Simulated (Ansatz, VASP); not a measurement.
# CuF2 (CuF2 monolayer): VASP beside Ansatz

One calculation is typed for both programs; each brings its own data sets. How far apart do they land? The cell is taken from a series of runs on this material, whose earlier steps may have relaxed, scaled, displaced or heated it; both programs get it as it stands.

Method: plane waves, with VASP 6.6.1 beside it; r2SCAN, DFT+U, in Ansatz 0.2.0.

### Step 1. Starting point

The cell holds 6 atoms: 2 Cu and 4 F. Cell: a = 5.279 Å, b = 7.466 Å, c = 15.000 Å, α = 90.0°, β = 90.0°, γ = 45.0°. It derives from CuF2. One layer cut from the bulk crystal, unrelaxed. Vacuum lies along c.

### Step 2. Ansatz: single point, r2SCAN, DFT+U, pair 1

Ansatz runs on its default PAW (the set named soft_2) files.

With cell and atoms fixed, the geometry can't cause a difference; cores, projectors, grids and the points listed under the comparison can.

The input, input.yaml:

```yaml
crystal:
  lattice:
    - [3.732798, 3.732798, 0.0]
    - [0.0, 7.465596, 0.0]
    - [0.0, 0.0, 15.0]
  atoms:
    - { symbol: Cu, position: [0.0, 0.0, 0.5], spin: 1.0 }
    - { symbol: Cu, position: [0.0, 0.5, 0.5], spin: 1.0 }
    - { symbol: F, position: [0.5, 0.75, 0.5] }
    - { symbol: F, position: [0.5, 0.25, 0.5] }
    - { symbol: F, position: [0.0, 0.25, 0.5] }
    - { symbol: F, position: [0.0, 0.75, 0.5] }
magnetization:
  spin_polarized: true
kpoints:
  mp_grid: { grid: [7, 7, 1] }
hamiltonian:
  xc: r2scan
  hubbard:
    sites:
      - { species: Cu, l: d, u_eff: 3.9 }
      - { site: 0, l: d, u_eff: 3.9, starting_ns: [{ spin: up, occupation_matrix: cu1_major }, { spin: down, occupation_matrix: cu1_minor }] }
      - { site: 1, l: d, u_eff: 3.9, starting_ns: [{ spin: up, occupation_matrix: cu1_major }, { spin: down, occupation_matrix: cu1_minor }] }
    projectors: ortho-atomic
    occupation_matrices:
      cu1_major:
        matrix:
          - [0.983, 0.0, 0.0, 0.0, 0.0]
          - [0.0, 0.994, 0.0, 0.0, 0.0]
          - [0.0, 0.0, 0.994, 0.0, 0.0]
          - [0.0, 0.0, 0.0, 0.99, 0.0]
          - [0.0, 0.0, 0.0, 0.0, 0.993]
      cu1_minor:
        matrix:
          - [0.98, 0.0, 0.0, 0.0, 0.0]
          - [0.0, 0.995, 0.0, 0.0, 0.0]
          - [0.0, 0.0, 0.995, 0.0, 0.0]
          - [0.0, 0.0, 0.0, 0.201, 0.0]
          - [0.0, 0.0, 0.0, 0.0, 0.993]
scf:
  occupations: { method: fermi_dirac, width: 0.03 }
output:
  eigenvalues: true
```

The run is started by

```
ansatz run input.yaml --threads 4 --pin off --max-ram 8192MiB --backend cpu --events-out ev --progress --plain --runs-dir out
```

Numbers of over 12 decimals in the logs are rounded to 6 here.

Output:

```text
Engine: ansatz 0.2.0, aarch64-unknown-linux-gnu
Pseudopotentials: kind: paw
Pseudopotential: Cu, paw, valence charge 19, recommended cutoff 500 eV (meta_gga), Cu.paw.azcp
Pseudopotential: F, paw, valence charge 7, recommended cutoff 500 eV (meta_gga), F.paw.azcp
Functional definition: r2SCAN
  parameter k0 = 0.174
  parameter k1 = 0.065
  parameter a1 = 4.9479
  exchange = r2scan_x(k0 = k0, k1 = k1, a1 = a1)
  correlation = r2scan_c
Crystal: 6 atoms, lattice volume = 418.013 Å³
Basis set: ecut = 500 eV, 10643 PW (Γ), exchange–correlation on 160×240×480 points (64 copies of the dense FFT grid, shifted against one another)
Bands: 41, of which v1, the nominal top of the filled ones, is band 33 counted from 1 (32 counted from 0)
Symmetry: 32 space group operations
Space group: P4/mmm (ITA 123), of the structure as read, at distance tolerance 7.5e-5 Å
Magnetic group: BNS 123.339 (UNI 999), of the structure as read, at distance tolerance 7.5e-5 Å
k-points: 10 of 49
Non-local potential: Cu, projectors of the file, l = 0: 3, l = 1: 2, l = 2: 3, l = 3: 1
Non-local potential: F, projectors of the file, l = 0: 2, l = 1: 2, l = 2: 1
PAW form: soft (Blöchl's): semilocal exchange-correlation on the pseudo side does not see the compensation charge
PAW frozen core: Cu, regenerated for the run's functional (the file was generated under x = pbe(κ = 0.804, μ = 0.219515), c = pbe(β = 0.066725))
PAW frozen core: F, regenerated for the run's functional (the file was generated under x = pbe(κ = 0.804, μ = 0.219515), c = pbe(β = 0.066725))
PAW one-centre angular grid: Cu, 590 points (default); XC on 160 Gauss nodes
PAW one-centre angular grid: F, 302 points (default); XC on 160 Gauss nodes
Initial density: superposition of atomic densities (neutral atoms: chi_scale 0, normalization atom)
Starting moments: Σ|m| = 2 μB on 2 of 6 sites
Initial wavefunctions: pseudopotential atomic-orbital guess
Functional: x = r2scan, c = r2scan; τ floored in thin density (d = 2e-4 eV/Å³)
SCF iter   1: F=—  HF=-16504.385525 eV  |F-HF|=—  |Δ(HF+E_count)|=         —  Δρ=4.60e-2 (↑3.82e-2 ↓4.60e-2)  dr2=2.35e1  dr2_τ=2.37e-1  dr2_m=5.46e-1  M=2.000 μB ∫|m|=2.142 μB  β_m=1.00  ethr=3.10e-3  ⟨swp⟩=7.0  Hψ=3404  notcnv=0
preconditioner: auto → Resta (q_TF=auto, 2.006 Å⁻¹)  ε∞=2.1  [insulator: Δε(μ)=1.827 eV  Ē_g=11.172 eV  σ=0.030 eV  W_gap=1.00  n_scr=56 (ndim 8)  ℏωp=11.8 eV  f_vac=0.768  D(μ)=0.00/eV (n_scr^D=0)  ε∞_Penn≈2.1  vacuum switching on, ρ_ref=9.1e-3 e/Å³]
spin=Collinear: Resta preconditioning applied to the charge; magnetization (m = ρ↑ − ρ↓) channel mixes plain (no charge-response kernel on spin).
SCF iter   2: F=—  HF=-16498.602719 eV  |F-HF|=—  |Δ(HF+E_count)|=    5.78e0  Δρ=1.45e-2 (↑1.45e-2 ↓1.26e-2)  dr2=2.95e0  dr2_τ=3.66e-2  dr2_m=1.82e-2  M=2.000 μB ∫|m|=2.140 μB  β_m=0.30  ethr=3.10e-3  ⟨swp⟩=3.0  Hψ=1841  notcnv=0  defer=60  κ⁻¹=1.0e0(r=1)
SCF iter   3: F=—  HF=-16498.171401 eV  |F-HF|=—  |Δ(HF+E_count)|=   4.31e-1  Δρ=9.07e-3 (↑8.59e-3 ↓9.07e-3)  dr2=6.25e-1  dr2_τ=1.39e-2  dr2_m=3.08e-2  M=2.000 μB ∫|m|=2.124 μB  β_m=0.30  ethr=3.10e-3  ⟨swp⟩=2.2  Hψ=1489  notcnv=0  defer=51  κ⁻¹=2.2e-2(r=2)
SCF iter   4: F=—  HF=-16498.252277 eV  |F-HF|=—  |Δ(HF+E_count)|=   8.09e-2  Δρ=5.69e-3 (↑4.49e-3 ↓5.69e-3)  dr2=1.52e-1  dr2_τ=4.83e-3  dr2_m=2.23e-2  M=2.000 μB ∫|m|=2.120 μB  β_m=0.30  ethr=9.46e-4  ⟨swp⟩=3.1  Hψ=1583  notcnv=0  defer=49  κ⁻¹=5.8e-3(r=3)
SCF iter   5: F=—  HF=-16498.353485 eV  |F-HF|=—  |Δ(HF+E_count)|=   1.01e-1  Δρ=2.71e-3 (↑1.62e-3 ↓2.71e-3)  dr2=6.76e-3  dr2_τ=5.06e-4  dr2_m=1.64e-2  M=2.000 μB ∫|m|=2.117 μB  β_m=0.30  ethr=2.30e-4  ⟨swp⟩=2.7  Hψ=1404  notcnv=0  defer=49  κ⁻¹=6.4e-6(r=4)
SCF iter   6: F=—  HF=-16498.408757 eV  |F-HF|=—  |Δ(HF+E_count)|=   5.53e-2  Δρ=1.67e-3 (↑1.67e-3 ↓1.46e-3)  dr2=2.28e-3  dr2_τ=1.93e-4  dr2_m=8.62e-3  M=2.000 μB ∫|m|=2.116 μB  β_m=0.30  ethr=1.02e-5  ⟨swp⟩=2.8  Hψ=1770  notcnv=0  defer=49  κ⁻¹=1.6e-6(r=5)
SCF iter   7: F=—  HF=-16498.434011 eV  |F-HF|=—  |Δ(HF+E_count)|=   2.53e-2  Δρ=1.26e-3 (↑1.26e-3 ↓9.72e-4)  dr2=2.15e-4  dr2_τ=1.10e-4  dr2_m=4.75e-3  M=2.000 μB ∫|m|=2.117 μB  β_m=1.20  ethr=3.46e-6  ⟨swp⟩=2.0  Hψ=1532  notcnv=0  defer=49
Mixer restart at iter 7: flushing history
spin-set hold released at iteration 7 (site moments contracting): the magnetisation degrees of freedom join the quasi-Newton model from the next iteration; the mixer history was flushed
SCF iter   8: F=—  HF=-16498.449473 eV  |F-HF|=—  |Δ(HF+E_count)|=   1.55e-2  Δρ=2.00e-4 (↑1.13e-4 ↓2.00e-4)  dr2=7.84e-5  dr2_τ=8.08e-6  dr2_m=5.10e-5  M=2.000 μB ∫|m|=2.122 μB  β_m=1.20  ethr=3.26e-7  ⟨swp⟩=3.0  Hψ=1637  notcnv=0  defer=49  κ⁻¹=1.0e0(r=1)
SCF iter   9: F=—  HF=-16498.455225 eV  |F-HF|=—  |Δ(HF+E_count)|=   5.75e-3  Δρ=1.29e-4 (↑1.29e-4 ↓9.97e-5)  dr2=8.49e-5  dr2_τ=1.12e-6  dr2_m=3.76e-6  M=2.000 μB ∫|m|=2.122 μB  β_m=1.20  ethr=1.19e-7  ⟨swp⟩=2.0  Hψ=1542  notcnv=0  defer=49  κ⁻¹=1.1e-2(r=2)
SCF iter  10: F=—  HF=-16498.458883 eV  |F-HF|=—  |Δ(HF+E_count)|=   3.66e-3  Δρ=9.35e-5 (↑9.35e-5 ↓8.38e-5)  dr2=5.69e-5  dr2_τ=6.10e-7  dr2_m=5.46e-7  M=2.000 μB ∫|m|=2.122 μB  β_m=1.20  ethr=1.19e-7  ⟨swp⟩=2.0  Hψ=1542  notcnv=0  defer=49  κ⁻¹=1.2e-3(r=3)
SCF iter  11: F=—  HF=-16498.461908 eV  |F-HF|=—  |Δ(HF+E_count)|=   3.02e-3  Δρ=3.62e-5 (↑3.62e-5 ↓3.20e-5)  dr2=1.06e-5  dr2_τ=9.07e-8  dr2_m=3.11e-7  M=2.000 μB ∫|m|=2.122 μB  β_m=1.20  ethr=8.63e-8  ⟨swp⟩=2.4  Hψ=1552  notcnv=0  defer=49  κ⁻¹=2.3e-4(r=4)
SCF iter  12: F=—  HF=-16498.461981 eV  |F-HF|=—  |Δ(HF+E_count)|=   7.29e-5  Δρ=1.14e-5 (↑1.01e-5 ↓1.14e-5)  dr2=1.37e-6  dr2_τ=9.22e-9  dr2_m=1.39e-8  M=2.000 μB ∫|m|=2.122 μB  β_m=1.20  ethr=1.61e-8  ⟨swp⟩=2.0  Hψ=1431  notcnv=0  defer=49  κ⁻¹=1.3e-4(r=5)
SCF iter  13: F=—  HF=-16498.461984 eV  |F-HF|=—  |Δ(HF+E_count)|=   2.63e-6  Δρ=4.06e-6 (↑3.62e-6 ↓4.06e-6)  dr2=9.11e-8  dr2_τ=2.04e-9  dr2_m=1.61e-9  M=2.000 μB ∫|m|=2.122 μB  β_m=1.20  ethr=1.52e-10  ⟨swp⟩=9.0  Hψ=3489  notcnv=0  κ⁻¹=2.2e-5(r=6)
SCF iter  14: F=—  HF=-16498.461983 eV  |F-HF|=—  |Δ(HF+E_count)|=   2.91e-7  Δρ=1.77e-6 (↑1.65e-6 ↓1.77e-6)  dr2=1.93e-8  dr2_τ=3.12e-10  dr2_m=3.34e-10  M=2.000 μB ∫|m|=2.122 μB  β_m=1.20  ethr=1.38e-10  ⟨swp⟩=5.7  Hψ=2501  notcnv=0  κ⁻¹=2.6e-6(r=7)
SCF iter  15: F=—  HF=-16498.461984 eV  |F-HF|=—  |Δ(HF+E_count)|=   2.45e-7  Δρ=1.09e-6 (↑8.81e-7 ↓1.09e-6)  dr2=6.96e-9  dr2_τ=1.06e-10  dr2_m=1.46e-10  M=2.000 μB ∫|m|=2.122 μB  β_m=1.20  ethr=2.93e-11  ⟨swp⟩=4.5  Hψ=2104  notcnv=0  κ⁻¹=4.2e-7(r=8)
SCF iter  16: F=-16498.461984 eV  HF=-16498.461984 eV  |F-HF|=1.82e-9  |Δ(HF+E_count)|=   3.40e-7  Δρ=1.68e-7 (↑1.33e-7 ↓1.68e-7)  dr2=1.86e-10  dr2_τ=4.29e-12  dr2_m=1.91e-11  M=2.000 μB ∫|m|=2.122 μB  ethr=1.05e-11  ⟨swp⟩=5.3  Hψ=2754  notcnv=0
SCF 1 converged in 16 iterations: F = -16498.461984 eV  dr2 = 1.86e-10
  greatest PAW one-centre occupation: 1.000 electrons in one spin orbital (limit 2), on the Cu atom at site 1 (counted from 0), in its partial waves of l = 0
this state was not tested for a lower state beside it, because the mixer in use, unlike msr1, does not test its closes by its own steps (another_mixer; see scf.mixing.algorithm and scf.lower_state_search)
SCF converged after 16 iterations
Magnetization: 2.0000 μB (34.0000 up, 32.0000 down)
Absolute magnetization: 2.0885 μB (∫|ρ↑−ρ↓|, with the PAW one-centre terms)
Spin contamination: 0.0024 ħ² per cell (⟨S²⟩ above its minimum at these occupations)
Per-site moments (μB) at R_I (Å): [(0.825913, 0.769890), (0.825913, 0.769890), (0.078750, 0.769890), (0.078750, 0.769890), (0.078750, 0.769890), (0.078750, 0.769890)]
Free energy (F): -16498.461984 eV
Harris-Foulkes:  -16498.461984 eV  (|F-HF|=1.82e-9)
Internal energy: -16498.461984 eV  (E = F + TS)
E sigma→0 (E₀):  -16498.461984 eV
Fermi energy:    -4.057323 eV
--- Per-component energies (eV) ---
  E_band       = -1985.821770
  E_kinetic    = 1416.532617
  E_local      = -41786.686576  (includes V_loc(G=0)·N_el)
  E_nonlocal   = 1073.983561
  E_hartree    = 19614.575622
  E_xc         = -478.427917
  E_vxc        = -704.375796  (∫ρ·V_xc dr)
  E_hubbard    = 0.944747  (on-site DFT+U / exact-exchange correction)
  E_vhub       = -33.671131  (the Hubbard potential's part of the band-sum identity)
  E_paw        = -4155.444673  (= ΣΔE_a)
  E_vpaw       = -1231.882915  (= ΣTr[D̂ρ^β])
  E_aug_tail   = 0.004136  (compensation charges beyond the density's cutoff)
  E_vtau       = 51.124737  (kinetic-family band-sum trace: ∫τ·v_τ [+ j·A + Jᵃ·Aᵃ] dr)
  E_ewald      = 7816.784281
  E_core_change = -0.727782  (= ΣΔE_core)
  E_smearing   = -0.000000  (= −TS)
  E_closure    = -0.000000  (closes the sum)
  Σ components = -16498.461984   (vs F -16498.461984, Δ=0.00e0)
--- Specified on-site occupations, and those of the state reported ---
  electrons in the specified blocks: 18.2360 specified, 18.2362 found
  site 0 (l=d) ↑: largest change of an orbital's occupation 0.0002; electrons 4.9540 specified, 4.9537 found; spectral distance 0.0003
  site 1 (l=d) ↑: largest change of an orbital's occupation 0.0002; electrons 4.9540 specified, 4.9537 found; spectral distance 0.0003
  site 0 (l=d) ↓: largest change of an orbital's occupation 0.0002; electrons 4.1640 specified, 4.1644 found; spectral distance 0.0003
  site 1 (l=d) ↓: largest change of an orbital's occupation 0.0002; electrons 4.1640 specified, 4.1644 found; spectral distance 0.0003
--- Band table (eV; the first three rows and the last of 20) ---
  k-point 0 ↑: bands = [... 29 lower, -6.9063, -6.5720, -6.5720, -6.2304, -4.8239, -0.0756, 1.7037, 2.1426, ... 4 higher]
  k-point 1 ↑: bands = [... 29 lower, -6.9071, -6.6427, -6.5961, -6.2942, -4.9890, 0.1017, 1.7904, 2.2572, ... 4 higher]
  k-point 2 ↑: bands = [... 29 lower, -6.8425, -6.7357, -6.6661, -6.4889, -5.4290, 0.5905, 2.0443, 2.5993, ... 4 higher]
  k-point 9 ↓: bands = [... 29 lower, -6.4155, -6.2952, -6.2536, -2.4945, -2.3602, 2.5585, 2.9526, 3.0411, ... 4 higher]
Occupation matrices written to <dir>
```

Reading the cycles: dr2 is the Hartree energy of the density residual (eV), the measure of convergence; HF is the Harris–Foulkes estimate of the energy, which meets the free energy F at convergence.

[end of part 1 of 3]

[Lines on the potential files, build, host, timing and source positions are cut from VASP's logs without a mark.]

[Logs are printed without paths, hosts, clocks, repeated set-up lines and the standing remarks that a program may print on its own settings, such as how far it seeks lower states.]

[Hosts, paths, dates, database ids (printed as entryN), source tags and the programs' standing remarks are cut or masked in the printed files.]
